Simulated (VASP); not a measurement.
Here is the system:

```xyz
9
Lattice="6.0495 0.0000 0.0000 -3.0247 5.2390 0.0000 0.0000 0.0000 3.8022" Properties=species:S:1:pos:R:3 pbc="T T T"
Ru     1.5499     0.0000     0.0000
Ru     5.2745     1.3423     0.0000
Ru     2.2498     3.8967     0.0000
Ru     3.5952     0.0000     1.9011
Ru     4.2519     3.1136     1.9011
Ru     1.2271     2.1254     1.9011
Si     0.0000     0.0000     1.9011
Si     0.0000     3.4927     0.0000
Si     3.0247     1.7463     0.0000
```

The numbers are results of r2SCAN meta-GGA, VASP's PBE PAW potentials (set 64) (plane waves; VASP), not measurements. Run with 400 eV cut-off, 7×7×9 Γ-centred mesh, tetrahedra with Blöchl corrections, potentials Ru_pv Si.

Q: Give the energies of bands 41 to 54 at the high-symmetry points, in eV from the Fermi level.

A: 
| band | Γ | M | K | A | L | H |
|---|---|---|---|---|---|---|
| 41 | -1.56 | -1.93 | -1.47 | -1.81 | -2.10 | -2.01 |
| 42 | -1.51 | -1.28 | -1.47 | -1.76 | -1.86 | -1.39 |
| 43 | -1.51 | -1.26 | -1.12 | -1.46 | -1.22 | -1.27 |
| 44 | -1.21 | -1.10 | -1.00 | -1.44 | -1.18 | -1.19 |
| 45 | -0.95 | -1.06 | -1.00 | -1.44 | -1.18 | -1.19 |
| 46 | -0.62 | -0.71 | -0.59 | -1.09 | -1.10 | -1.03 |
| 47 | 0.38 | -0.14 | -0.08 | -1.09 | -1.03 | -1.03 |
| 48 | 0.38 | 0.00 | -0.08 | -0.42 | -0.64 | -0.71 |
| 49 | 0.46 | 0.35 | 0.42 | -0.27 | -0.08 | -0.03 |
| 50 | 0.46 | 0.39 | 0.86 | -0.27 | 0.56 | 0.52 |
| 51 | 0.62 | 0.80 | 0.86 | 1.38 | 0.69 | 0.69 |
| 52 | 0.62 | 1.00 | 1.02 | 1.38 | 0.79 | 0.69 |
| 53 | 0.65 | 1.56 | 1.02 | 2.04 | 0.83 | 1.04 |
| 54 | 1.45 | 1.93 | 1.63 | 2.04 | 1.18 | 1.04 |

It has no gap at this level: it comes out as a metal or semimetal.

The structure was generated: SiRu2 was put into the Fe2P type (P-62m), which need not be its known phase. It was relaxed first, which changed the volume by -12 %.
